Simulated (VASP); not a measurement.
An input for Quantum ESPRESSO's pw.x (written as the equivalent of a VASP run, and not itself run):

```
&CONTROL
  calculation = 'vc-relax'
  pseudo_dir = './pseudo'
  outdir = './out'
  tprnfor = .true.
  tstress = .true.
  nstep = 40
  forc_conv_thr = 0.00078
/
&SYSTEM
  ibrav = 0
  nat = 6
  ntyp = 2
  ecutwfc = 86
  occupations = 'smearing'
  smearing = 'gaussian'
  degauss = 0.003675
  input_dft = 'pz'
/
&ELECTRONS
  conv_thr = 7.3e-08
  electron_maxstep = 100
/
&IONS
/
&CELL
/
ATOMIC_SPECIES
  W 183.840 W.upf
  Se 78.971 Se.upf
CELL_PARAMETERS angstrom
     1.6279267   -2.8196514    0.0000000
     1.6279267    2.8196514    0.0000000
     0.0000000    0.0000000   12.8224182
ATOMIC_POSITIONS crystal
  W    0.3333330  0.6666670  0.2500000
  W    0.6666670  0.3333330  0.7500000
  Se   0.3333330  0.6666670  0.8802559
  Se   0.6666670  0.3333330  0.3802559
  Se   0.6666670  0.3333330  0.1197441
  Se   0.3333330  0.6666670  0.6197441
K_POINTS automatic
  8 8 2 0 0 0
```

Question: Translate this input to VASP (INCAR, KPOINTS, POSCAR, choice of POTCAR).

Answer: This is not unique; one that fits is 
**INCAR**
```
! general
SYSTEM  = WSe2
PREC    = Accurate
ENCUT   = 500
LREAL   = F
LASPH   = T

! electronic loop
EDIFF   = 1E-6
NELM    = 100
ALGO    = Normal
LMAXMIX = 6

! smearing
ISMEAR  = 0
SIGMA   = 0.05

! ions
IBRION  = 2
NSW     = 40
ISIF    = 3
EDIFFG  = -0.02

! output
LWAVE   = F
LCHARG  = F
```

### KPOINTS
```
Automatic mesh
0
Gamma
8 8 2
0 0 0
```

File POSCAR:
```
WSe2
1.0
  1.6279266603  -2.8196513693   0.0000000000
  1.6279266603   2.8196513693   0.0000000000
  0.0000000000   0.0000000000  12.8224181946
W Se
2 4
Direct
  0.3333330000   0.6666670000   0.2500000000
  0.6666670000   0.3333330000   0.7500000000
  0.3333330000   0.6666670000   0.8802559253
  0.6666670000   0.3333330000   0.3802559253
  0.6666670000   0.3333330000   0.1197440747
  0.3333330000   0.6666670000   0.6197440747
```

POTCAR, in this order: W_sv Se (LDA.64 set). Program: vasp_std.

Limits of the translation: the potentials are each code's own (VASP's PAW set, PseudoDojo norm-conserving files in pw.x), so ENCUT and ecutwfc are chosen apart and not converted; conv_thr bounds pw.x's estimated SCF error, while EDIFF bounds the energy change between steps; forc_conv_thr acts on force components and is met together with etot_conv_thr.

The compound is WSe2 in the 2H layered structure. It was relaxed first.
